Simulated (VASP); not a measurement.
**SrTiO3: band gap against strain**

SrTiO3 (cubic perovskite, Pm-3m, 11.984 Å³/atom and stress up to 0.13 GPa in the relaxed cell, cube axes along x, y and z) under an equal strain ε along all three axes. r2SCAN in VASP (plane waves, PAW), 600 eV, 8×8×8 Γ-centred mesh, Gaussian smearing 0.05 eV; ions are relaxed, or left where forces stay under 0.02 eV/Å, within the symmetry of each cell. Gaps are the smallest on the run's k-mesh, which can miss an edge that lies off it, without spin-orbit coupling; in all rows the valence edge lies at about 1.4 Å⁻¹ from Γ and the conduction edge at Γ.

Here s stands for strain and Eg for gap.

| strain (%) | gap (eV) |
|---|---|
| -1.50 | 2.36 |
| -1.00 | 2.33 |
| -0.50 | 2.30 |
| 0.00 | 2.26 |
| 0.50 | 2.23 |
| 1.00 | 2.20 |
| 1.50 | 2.16 |
| 3.00 | ? |

Task: Fit Eg against s with a straight line, and predict the withheld value at s = 3.00.

Result: Means: s 0, Eg 2.263. About the means, the sum of products is -0.46500 and the sum of squares of s is 7.0000; the slope is their ratio. Least squares gives Eg = 2.263 - 0.0664·s. Residuals (row less fit): -0.003, 0.001, 0.004, -0.003, 0.000, 0.003, -0.003; standard error 0.003 (degrees of freedom: 5). Over these rows the gap moves by -6.6 ± 0.1 eV per unit strain, or -2.2 eV per unit of ln V. At the withheld row, Eg = 2.263 - 0.0664 × 3.0 = 2.064 eV. The calculation gives 2.06 eV, which the fit meets to the printed digits. The row lies outside the fitted rows, so this is an extrapolation. The scatter of the fitted rows lies at the last printed digit.

The primitive cell can neither tilt nor turn polar against its symmetry, as such crystals can under strain. Other structures, which can take over under pressure, weren't tried. SrTiO3 is here the ideal cubic form; the compound distorts at low or room temperature. Rows are the converged runs of the series near zero and its far end, less any whose ions stayed unrelaxed beside relaxed ones; series whose fitted rows scatter by over a few per cent of the range, as at a crossing or softening among them, aren't shown in this form. Most that stay on the fit to the last digits aren't either.
